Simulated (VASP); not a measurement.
Output of a VASP run:

### OSZICAR
```
...
DAV:   7    -0.883094422037E+02    0.25729E+01   -0.21217E+00  2320   0.111E+01    0.594E+00
DAV:   8    -0.912452666027E+02   -0.29358E+01   -0.15168E+00  2254   0.921E+00    0.117E+01
DAV:   9    -0.903488259416E+02    0.89644E+00   -0.28226E-01  2152   0.628E+00    0.297E+00
DAV:  10    -0.906701186853E+02   -0.32129E+00   -0.20908E-01  2164   0.546E+00    0.391E+00
DAV:  11    -0.902932957968E+02    0.37682E+00   -0.16377E-01  2134   0.469E+00    0.947E-01
DAV:  12    -0.903075927582E+02   -0.14297E-01   -0.79930E-03  2716   0.939E-01    0.313E-01
DAV:  13    -0.903045263259E+02    0.30664E-02   -0.22990E-03  2350   0.447E-01    0.492E-01
DAV:  14    -0.903050617342E+02   -0.53541E-03   -0.12485E-04  2776   0.102E-01    0.442E-01
DAV:  15    -0.903038722181E+02    0.11895E-02   -0.52382E-04  2266   0.187E-01    0.224E-01
DAV:  16    -0.903040268889E+02   -0.15467E-03   -0.22545E-04  2470   0.157E-01    0.107E-01
DAV:  17    -0.903040740192E+02   -0.47130E-04   -0.43874E-05  2404   0.742E-02    0.100E-01
DAV:  18    -0.903040720516E+02    0.19676E-05   -0.54768E-06  2716   0.231E-02    0.270E-02
DAV:  19    -0.903040692037E+02    0.28479E-05   -0.62604E-06  2332   0.285E-02    0.333E-02
DAV:  20    -0.903040659510E+02    0.32527E-05   -0.11888E-06  1364   0.942E-03    0.116E-02
DAV:  21    -0.903040662941E+02   -0.34311E-06   -0.27087E-07  1286   0.385E-03
   1 F= -.90304066E+02 E0= -.90304079E+02  d E =-.903041E+02
       N       E                     dE             d eps       ncg     rms          rms(c)
DAV:   1    -0.903045650170E+02   -0.49907E-03   -0.26096E-02  2146   0.140E+00    0.310E-01
DAV:   2    -0.903041806856E+02    0.38433E-03   -0.84826E-04  2740   0.244E-01    0.866E-02
DAV:   3    -0.903041522173E+02    0.28468E-04   -0.11501E-04  2524   0.901E-02    0.459E-02
DAV:   4    -0.903041111172E+02    0.41100E-04   -0.10088E-04  2710   0.749E-02    0.361E-02
DAV:   5    -0.903041204957E+02   -0.93785E-05   -0.69985E-06  2542   0.258E-02    0.257E-02
DAV:   6    -0.903041139964E+02    0.64993E-05   -0.46174E-06  2400   0.187E-02    0.488E-03
DAV:   7    -0.903041221368E+02   -0.81403E-05   -0.44270E-06  2278   0.208E-02    0.304E-03
DAV:   8    -0.903041211853E+02    0.95144E-06   -0.10244E-07  1232   0.279E-03
   2 F= -.90304121E+02 E0= -.90304081E+02  d E =-.548912E-04
       N       E                     dE             d eps       ncg     rms          rms(c)
DAV:   1    -0.903041610801E+02   -0.38943E-04   -0.18250E-03  2158   0.371E-01    0.805E-02
DAV:   2    -0.903041358885E+02    0.25192E-04   -0.59513E-05  2740   0.645E-02    0.238E-02
DAV:   3    -0.903041331134E+02    0.27750E-05   -0.79086E-06  2518   0.237E-02    0.129E-02
DAV:   4    -0.903041309029E+02    0.22105E-05   -0.72706E-06  2626   0.201E-02    0.949E-03
DAV:   5    -0.903041305810E+02    0.32194E-06   -0.51704E-07  1262   0.724E-03
   3 F= -.90304131E+02 E0= -.90304104E+02  d E =-.642868E-04
       N       E                     dE             d eps       ncg     rms          rms(c)
DAV:   1    -0.903042126483E+02   -0.81745E-04   -0.35895E-03  2152   0.524E-01    0.137E-01
DAV:   2    -0.903041545261E+02    0.58122E-04   -0.13980E-04  2638   0.101E-01    0.336E-02
DAV:   3    -0.903041463366E+02    0.81895E-05   -0.21519E-05  2392   0.377E-02    0.156E-02
DAV:   4    -0.903041392290E+02    0.71076E-05   -0.16582E-05  2638   0.303E-02    0.108E-02
DAV:   5    -0.903041384454E+02    0.78365E-06   -0.25982E-06  2000   0.156E-02
   4 F= -.90304138E+02 E0= -.90304111E+02  d E =-.786440E-05
```

OUTCAR:
```
------------------------ aborting loop because EDIFF is reached ----------------------------------------
  FORCE on cell =-STRESS in cart. coord.  units (eV):
  Direction    XX          YY          ZZ          XY          YZ          ZX
  --------------------------------------------------------------------------------------
  Total       -0.0087347     -0.0087347     -0.0045344      0.0000000      0.0000000     -0.0000000
  in kB       -0.3146117     -0.3146117     -0.1633234      0.0000000      0.0000000     -0.0000000
  external PRESSURE =      -0.2641822 kB  Pullay stress =       0.0000000 kB
  volume of cell :       44.48
      direct lattice vectors                 reciprocal lattice vectors
     1.595970226 -2.764301480 -0.000000000     0.313289053 -0.180877521  0.000000000
     1.595970226  2.764301480  0.000000000     0.313289053  0.180877521  0.000000000
    -0.000000000 -0.000000000  5.041300804     0.000000000 -0.000000000  0.198361502
 POSITION                                       TOTAL-FORCE (eV/Angst)
 -----------------------------------------------------------------------------------
      1.59597      0.92144      1.26033         0.000000      0.000000      0.000000
      1.59597     -0.92144      3.78098        -0.000000     -0.000000      0.000000
 -----------------------------------------------------------------------------------
    total drift:                               -0.000005      0.000184     -0.000015
  FREE ENERGIE OF THE ION-ELECTRON SYSTEM (eV)
  ---------------------------------------------------
  free  energy   TOTEN  =       -90.3041384454 eV

  energy  without entropy=      -90.3040554697  energy(sigma->0) =      -90.30411079

 reached required accuracy - stopping structural energy minimisation
```
(Selected blocks of OUTCAR.)

### POSCAR
```
Hf
1
    1.5950000000    -2.7626210000     0.0000000000
    1.5950000000     2.7626210000     0.0000000000
    0.0000000000     0.0000000000     5.0500000000
Hf
2
Direct
  0.3333330000   0.6666670000   0.2500000000
  0.6666670000   0.3333330000   0.7500000000
```

Task: Write an INCAR and KPOINTS that could have produced this output.

Result: One answer among several that fit: the input of the run itself, r2SCAN meta-GGA, plane waves, VASP's PBE PAW potentials (set 64).

**KPOINTS**
```
kpoints
0
Gamma
12 12 7
```

INCAR:
```
! general
SYSTEM   =  Hf
PREC     =  Accurate
ENCUT    =  400
LREAL    =  F
LASPH    =  T

! electronic loop
EDIFF    =  1E-6
NELM     =  100
ALGO     =  Normal
LMAXMIX  =  6
LMIXTAU  =  T

! smearing
ISMEAR   =  1
SIGMA    =  0.1

! functional
METAGGA  =  R2SCAN

! ions
IBRION   =  2
NSW      =  60
ISIF     =  3
EDIFFG   =  -0.01

! output
LWAVE    =  F
LCHARG   =  F
```

POTCAR, in this order: Hf_pv (PBE.64 set). Program: vasp_std.

The compound is Hf in the hcp structure. This run relaxes it. Symmetry was kept, so distortions that lower it aren't found.
